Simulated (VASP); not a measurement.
Output of a VASP run:

OUTCAR:
```
 ion  position               nearest neighbor table
   1  0.000  0.000  0.000-   2 2.58   3 2.58   2 2.58   3 2.58   3 2.58   3 2.58   2 2.58   2 2.58
                             3 2.58   3 2.58   2 2.58   2 2.58
   2  0.333  0.667  0.500-   3 1.85   3 1.85   3 1.85   1 2.58   1 2.58   1 2.58   1 2.58   1 2.58
                             1 2.58
   3  0.667  0.333  0.500-   2 1.85   2 1.85   2 1.85   1 2.58   1 2.58   1 2.58   1 2.58   1 2.58
                             1 2.58
  LATTYP: Found a hexagonal cell.
 ALAT       =     3.2124783836
 C/A-ratio  =     1.1135645358
 Subroutine PRICEL returns:
 Original cell was already a primitive cell.
 Subroutine GETGRP returns: Found 24 space group operations
The static configuration has the point symmetry D_6h.
The dynamic configuration has the point symmetry D_6h.
 Subroutine INISYM returns: Found 24 space group operations
 Subroutine IBZKPT returns following result:
 Found    144 irreducible k-points:

 Following reciprocal coordinates:
            Coordinates               Weight
  0.000000  0.000000  0.000000      1.000000
  0.071429  0.000000  0.000000      6.000000
  0.142857  0.000000  0.000000      6.000000
  0.214286  0.000000  0.000000      6.000000
  0.285714 -0.000000  0.000000      6.000000
  0.357143 -0.000000  0.000000      6.000000
  0.428571  0.000000  0.000000      6.000000
  0.500000  0.000000  0.000000      3.000000
  0.071429  0.071429  0.000000      6.000000
  0.142857  0.071429  0.000000     12.000000
  0.214286  0.071429  0.000000     12.000000
  0.285714  0.071429  0.000000     12.000000
  0.357143  0.071429  0.000000     12.000000
  0.428571  0.071429  0.000000     12.000000
  0.142857  0.142857  0.000000      6.000000
  0.214286  0.142857  0.000000     12.000000
  0.285714  0.142857  0.000000     12.000000
  0.357143  0.142857  0.000000     12.000000
  0.428571  0.142857  0.000000      6.000000
  0.214286  0.214286  0.000000      6.000000
  0.285714  0.214286  0.000000     12.000000
  0.357143  0.214286  0.000000     12.000000
  0.285714  0.285714  0.000000      6.000000
  0.357143  0.285714  0.000000      6.000000
  0.000000  0.000000  0.090909      2.000000
  0.071429  0.000000  0.090909     12.000000
  0.142857  0.000000  0.090909     12.000000
  0.214286  0.000000  0.090909     12.000000
  0.285714 -0.000000  0.090909     12.000000
  0.357143 -0.000000  0.090909     12.000000
  0.428571  0.000000  0.090909     12.000000
  0.500000  0.000000  0.090909      6.000000
  0.071429  0.071429  0.090909     12.000000
  0.142857  0.071429  0.090909     24.000000
  0.214286  0.071429  0.090909     24.000000
  0.285714  0.071429  0.090909     24.000000
  0.357143  0.071429  0.090909     24.000000
  0.428571  0.071429  0.090909     24.000000
  0.142857  0.142857  0.090909     12.000000
  0.214286  0.142857  0.090909     24.000000
   k-points           NKPTS =    144   k-points in BZ     NKDIM =    144   number of bands    NBANDS=     13
   number of dos      NEDOS =    301   number of ions     NIONS =      3
   total plane-waves  NPLWV =  13824
   dimension x,y,z NGX =    24 NGY =   24 NGZ =   24
   dimension x,y,z NGXF=    48 NGYF=   48 NGZF=   48
   ions per type =               1   2
   PREC   = accura    normal or accurate (medium, high low for compatibility)
   ISTART =      0    job   : 0-new  1-cont  2-samecut
   ICHARG =      2    charge: 1-file 2-atom 10-const
   ISPIN  =      1    spin polarized calculation?
   LNONCOLLINEAR =      F non collinear calculations
   LSORBIT =      F    spin-orbit coupling
   INIWAV =      1    electr: 0-lowe 1-rand  2-diag
   ENCUT  =  400.0 eV  29.40 Ry    5.42 a.u.   5.24  5.24  5.83*2*pi/ulx,y,z
   NELM   =    100;   NELMIN=  2; NELMDL= -5     # of ELM steps
   EDIFF  = 0.1E-05   stopping-criterion for ELM
   LREAL  =      F    real-space projection
   NLSPLINE    = F    spline interpolate recip. space projectors
   LMAXMIX     =    4 max onsite mixed and CHGCAR
...
```

OSZICAR:
```
       N       E                     dE             d eps       ncg     rms          rms(c)
DAV:   1     0.874106515203E+02    0.87411E+02   -0.84810E+03  3752   0.113E+03
DAV:   2    -0.257366125262E+02   -0.11315E+03   -0.10934E+03  4437   0.301E+02
DAV:   3    -0.299822003145E+02   -0.42456E+01   -0.42010E+01  5965   0.513E+01
DAV:   4    -0.300829660856E+02   -0.10077E+00   -0.10073E+00  4752   0.734E+00
DAV:   5    -0.300858499617E+02   -0.28839E-02   -0.28838E-02  5875   0.943E-01    0.200E+01
DAV:   6    -0.273994343039E+02    0.26864E+01   -0.82974E+00  4569   0.196E+01    0.789E+00
DAV:   7    -0.273692695213E+02    0.30165E-01   -0.83583E-01  5765   0.578E+00    0.300E+00
DAV:   8    -0.273653360076E+02    0.39335E-02   -0.87008E-02  4498   0.269E+00    0.744E-01
DAV:   9    -0.273627809782E+02    0.25550E-02   -0.14991E-02  4917   0.958E-01    0.117E-01
DAV:  10    -0.273627289684E+02    0.52010E-04   -0.79250E-04  4878   0.247E-01    0.403E-02
DAV:  11    -0.273627360080E+02   -0.70396E-05   -0.23039E-05  4929   0.530E-02    0.123E-02
DAV:  12    -0.273627353783E+02    0.62968E-06   -0.16324E-06  3561   0.128E-02
   1 F= -.27362735E+02 E0= -.27357387E+02  d E =-.106972E-01
```

**OUTCAR**
```
------------------------ aborting loop because EDIFF is reached ----------------------------------------
  FORCE on cell =-STRESS in cart. coord.  units (eV):
  Direction    XX          YY          ZZ          XY          YZ          ZX
  --------------------------------------------------------------------------------------
  Total       -3.4154098     -3.4154109     -3.1294103      0.0000000      0.0000000      0.0000000
  in kB     -171.1538901   -171.1539446   -156.8218098      0.0000000      0.0000000      0.0000000
  external PRESSURE =    -166.3765482 kB  Pullay stress =       0.0000000 kB
  volume of cell :       31.97
      direct lattice vectors                 reciprocal lattice vectors
     1.606239000 -2.782088000  0.000000000     0.311286178 -0.179721130  0.000000000
     1.606239000  2.782088000  0.000000000     0.311286178  0.179721130  0.000000000
     0.000000000  0.000000000  3.577302000     0.000000000  0.000000000  0.279540279
 POSITION                                       TOTAL-FORCE (eV/Angst)
 -----------------------------------------------------------------------------------
      0.00000      0.00000      0.00000         0.000000      0.000000     -0.000000
      1.60624      0.92736      1.78865        -0.000000      0.000000     -0.000000
      1.60624     -0.92736      1.78865         0.000000     -0.000000      0.000000
 -----------------------------------------------------------------------------------
    total drift:                                0.000000     -0.000000      0.000000
  FREE ENERGIE OF THE ION-ELECTRON SYSTEM (eV)
  ---------------------------------------------------
  free  energy   TOTEN  =       -27.3627353783 eV

  energy  without entropy=      -27.3520381489  energy(sigma->0) =      -27.35738676
```
(Selected blocks of OUTCAR.)

### POSCAR
```
ZrB2
1
    1.6062390000    -2.7820880000     0.0000000000
    1.6062390000     2.7820880000     0.0000000000
    0.0000000000     0.0000000000     3.5773020000
Zr B
1 2
Direct
  0.0000000000   0.0000000000   0.0000000000
  0.3333330000   0.6666670000   0.5000000000
  0.6666670000   0.3333330000   0.5000000000
```

Question: Reconstruct the remaining input files.

Answer: This is not unique; one that fits is the input of the run itself, LDA (Ceperley-Alder, Perdew-Zunger), plane waves, VASP's LDA PAW potentials (set 64).

KPOINTS:
```
Automatic mesh
0
G
  14 14 11
0 0 0
```

### INCAR
```
SYSTEM = ZrB2
PREC = Accurate; ENCUT = 400; LREAL = F
LASPH = T
EDIFF = 1E-6; NELM = 100; ALGO = Normal
LMAXMIX = 4
ISMEAR = 0; SIGMA = 0.272
ISIF = 2
LWAVE = F; LCHARG = F
```

POTCAR, in this order: Zr_sv B (LDA.64 set). Program: vasp_std.

At this cut-off the stress carries a Pulay error, which pulls relaxed volumes low.

The structure is a typed ZrB2 crystal. The cell was not relaxed at this level. The run is one of a series of settings (GGA removed, POTCAR Zr_sv B (LDA.64 set) against the base run), some of them coarse on purpose.
